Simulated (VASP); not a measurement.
Output of a VASP run:

### OSZICAR
```
...
DAV:   5    -0.886563264558E+01    0.16751E-05   -0.37952E-05  1923   0.584E-02    0.167E-02
DAV:   6    -0.886563396753E+01   -0.13219E-05   -0.65255E-06  2308   0.192E-02    0.399E-03
DAV:   7    -0.886563410263E+01   -0.13511E-06   -0.45021E-07  1993   0.507E-03    0.138E-03
DAV:   8    -0.886563416604E+01   -0.63402E-07   -0.26911E-08  1077   0.145E-03
   2 F= -.88656342E+01 E0= -.88657304E+01  d E =-.844617E-02
       N       E                     dE             d eps       ncg     rms          rms(c)
DAV:   1    -0.887045996249E+01   -0.48259E-02   -0.10725E+00  1860   0.660E+00    0.529E-01
DAV:   2    -0.887093569921E+01   -0.47574E-03   -0.39924E-02  2133   0.138E+00    0.235E-01
DAV:   3    -0.887019168190E+01    0.74402E-03   -0.16880E-03  2224   0.338E-01    0.116E-01
DAV:   4    -0.887010276160E+01    0.88920E-04   -0.58044E-04  2071   0.181E-01    0.371E-02
DAV:   5    -0.887009958094E+01    0.31807E-05   -0.67964E-05  1944   0.784E-02    0.215E-02
DAV:   6    -0.887010153177E+01   -0.19508E-05   -0.11414E-05  2252   0.251E-02    0.519E-03
DAV:   7    -0.887010174312E+01   -0.21135E-06   -0.82205E-07  2028   0.673E-03    0.185E-03
DAV:   8    -0.887010183975E+01   -0.96632E-07   -0.45590E-08  1238   0.192E-03
   3 F= -.88701018E+01 E0= -.88702081E+01  d E =-.129138E-01
       N       E                     dE             d eps       ncg     rms          rms(c)
DAV:   1    -0.887014577246E+01   -0.44029E-04   -0.11779E-02  1860   0.689E-01    0.550E-02
DAV:   2    -0.887015007623E+01   -0.43038E-05   -0.44033E-04  2112   0.145E-01    0.245E-02
DAV:   3    -0.887014252415E+01    0.75521E-05   -0.19607E-05  2238   0.362E-02    0.122E-02
DAV:   4    -0.887014207826E+01    0.44590E-06   -0.63631E-06  2064   0.189E-02    0.394E-03
DAV:   5    -0.887014216426E+01   -0.86001E-07   -0.74147E-07  1944   0.822E-03
   4 F= -.88701422E+01 E0= -.88702463E+01  d E =-.129542E-01
       N       E                     dE             d eps       ncg     rms          rms(c)
DAV:   1    -0.887273320679E+01   -0.25911E-02   -0.11011E-01  1895   0.239E+00    0.220E-01
DAV:   2    -0.887125778417E+01    0.14754E-02   -0.46471E-03  2000   0.573E-01    0.121E-01
DAV:   3    -0.887096462750E+01    0.29316E-03   -0.87215E-04  2133   0.282E-01    0.597E-02
DAV:   4    -0.887088239108E+01    0.82236E-04   -0.29353E-04  2028   0.130E-01    0.256E-02
DAV:   5    -0.887088173845E+01    0.65262E-06   -0.27300E-05  2098   0.376E-02    0.882E-03
DAV:   6    -0.887088202338E+01   -0.28493E-06   -0.21874E-06  2308   0.124E-02    0.423E-03
DAV:   7    -0.887088211819E+01   -0.94808E-07   -0.25859E-07  1524   0.499E-03
   5 F= -.88708821E+01 E0= -.88710085E+01  d E =-.739954E-03
       N       E                     dE             d eps       ncg     rms          rms(c)
DAV:   1    -0.887203234837E+01   -0.11503E-02   -0.58488E-02  1909   0.174E+00    0.160E-01
DAV:   2    -0.887124988857E+01    0.78246E-03   -0.24566E-03  2000   0.416E-01    0.879E-02
DAV:   3    -0.887109481606E+01    0.15507E-03   -0.46086E-04  2133   0.204E-01    0.434E-02
DAV:   4    -0.887105164182E+01    0.43174E-04   -0.15408E-04  2063   0.945E-02    0.186E-02
DAV:   5    -0.887105130860E+01    0.33321E-06   -0.14465E-05  2091   0.273E-02    0.640E-03
DAV:   6    -0.887105146668E+01   -0.15808E-06   -0.11507E-06  2301   0.895E-03    0.305E-03
DAV:   7    -0.887105151831E+01   -0.51627E-07   -0.13505E-07  1336   0.363E-03
   6 F= -.88710515E+01 E0= -.88711933E+01  d E =-.909354E-03
```

### OUTCAR
```
------------------------ aborting loop because EDIFF is reached ----------------------------------------
  FORCE on cell =-STRESS in cart. coord.  units (eV):
  Direction    XX          YY          ZZ          XY          YZ          ZX
  --------------------------------------------------------------------------------------
  Total       -0.4050062     -0.4050062     -0.4001772     -0.0000000     -0.0000000      0.0000000
  in kB      -10.2279686    -10.2279700    -10.1060172     -0.0000000     -0.0000000      0.0000000
  external PRESSURE =     -10.1873186 kB  Pullay stress =       0.0000000 kB
  volume of cell :       63.44
      direct lattice vectors                 reciprocal lattice vectors
     1.891974898 -3.276996864  0.000000000     0.264274119 -0.152578724  0.000000000
     1.891974898  3.276996864  0.000000000     0.264274119  0.152578724 -0.000000000
    -0.000000000  0.000000000  5.116364334    -0.000000000  0.000000000  0.195451288
 POSITION                                       TOTAL-FORCE (eV/Angst)
 -----------------------------------------------------------------------------------
      0.00000      0.00000      0.00000         0.000000     -0.000000     -0.000000
      1.89197      1.09233      1.29934         0.000000     -0.000000     -0.001485
      1.89197     -1.09233      3.81702        -0.000000      0.000000      0.001485
 -----------------------------------------------------------------------------------
    total drift:                                0.000000     -0.000000      0.000000
  FREE ENERGIE OF THE ION-ELECTRON SYSTEM (eV)
  ---------------------------------------------------
  free  energy   TOTEN  =        -8.8710515183 eV

  energy  without entropy=       -8.8714767926  energy(sigma->0) =       -8.87119328

 reached required accuracy - stopping structural energy minimisation
```
(Selected blocks of OUTCAR.)

**POSCAR**
```
PtSe2
1
    1.9096871336    -3.3076753987     0.0000000000
    1.9096871336     3.3076753987     0.0000000000
    0.0000000000     0.0000000000     5.0218964505
Pt Se
1 2
Direct
  0.0000000000   0.0000000000   0.0000000000
  0.3333330000   0.6666670000   0.2603164899
  0.6666670000   0.3333330000   0.7396835101
```

### Question
Write an INCAR and KPOINTS that could have produced this output.

### Answer
One answer among several that fit: the input of the run itself, optB86b-vdW, plane waves, VASP's PBE PAW potentials (set 64).

**INCAR**
```
AGGAC  =  0.0
ALGO  =  Normal
EDIFF  =  1E-7
EDIFFG  =  -0.01
ENCUT  =  520
GGA  =  MK
IBRION  =  2
ISIF  =  4
ISMEAR  =  1
LASPH  =  .True.
LCHARG  =  .False.
LMAXMIX  =  6
LREAL  =  .False.
LUSE_VDW  =  .True.
LWAVE  =  .False.
NELM  =  100
NSW  =  30
PARAM1  =  0.1234
PARAM2  =  1.0
PREC  =  Accurate
SIGMA  =  0.1
SYSTEM  =  PtSe2
```

KPOINTS:
```
Automatic mesh
0
gamma
 9 9 6
0 0 0
```

POTCAR, in this order: Pt Se (PBE.64 set). Program: vasp_std.

The compound is PtSe2 in the 1T layered structure. This cell is one point of a volume scan, at 1.03 of the reference volume. Symmetry was kept, so distortions that lower it aren't found.
